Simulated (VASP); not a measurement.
TiSn:

```
CELL_PARAMETERS angstrom
0.00000 3.53388 3.53388
3.53388 0.00000 3.53388
3.53388 3.53388 0.00000
ATOMIC_POSITIONS crystal
Ti 0.50000 0.50000 0.50000
Ti 0.75000 0.75000 0.75000
Sn 0.25000 0.25000 0.25000
Sn 0.00000 0.00000 0.00000
```

The cell was built by a generator and needn't be a form met in nature.

| Item | Value |
| --- | --- |
| Program | VASP 6.6.1 |
| Task | relaxation of cell and atoms |
| Functional | PBE |
| Potentials or basis | VASP PAW PBE potentials, release 64 (Ti_sv, Sn_d) |
| Cutoff | 520 eV |
| k mesh | 5 × 5 × 5 |
| Occupations | gaussian, width 0.15 eV |
| Spin | no spin polarisation |

At the start: pressure -4.2 GPa; volume 22.07 Å³/atom.

Question: Where does the relaxation end?

Answer: Over 3 steps the energy falls by 16.1 meV/atom and the volume is 20.85 Å³/atom (-5.5 %); space group Fd-3m (No. 227, to 0.05 Å).

Step by step:
| step | energy change (eV) | largest force (eV/Å) | pressure (GPa) | volume (Å³) |
| --- | --- | --- | --- | --- |
| 1 | 0.0000 | 0.0000 | -4.23 | 88.26 |
| 2 | -0.0491 | 0.0000 | 2.46 | 81.03 |
| 3 | -0.0645 | 0.0000 | -0.40 | 83.40 |

Final structure:
```cif
data_structure
_symmetry_space_group_name_H-M 'P 1'
_symmetry_Int_Tables_number 1
_cell_length_a 4.9041
_cell_length_b 4.9041
_cell_length_c 4.9041
_cell_angle_alpha 60.000
_cell_angle_beta 60.000
_cell_angle_gamma 60.000
_cell_volume 83.40
loop_
_atom_site_label
_atom_site_type_symbol
_atom_site_fract_x
_atom_site_fract_y
_atom_site_fract_z
_atom_site_occupancy
Ti1 Ti 0.50000 0.50000 0.50000 1
Ti2 Ti 0.75000 0.75000 0.75000 1
Sn1 Sn 0.25000 0.25000 0.25000 1
Sn2 Sn 0.00000 0.00000 0.00000 1
```
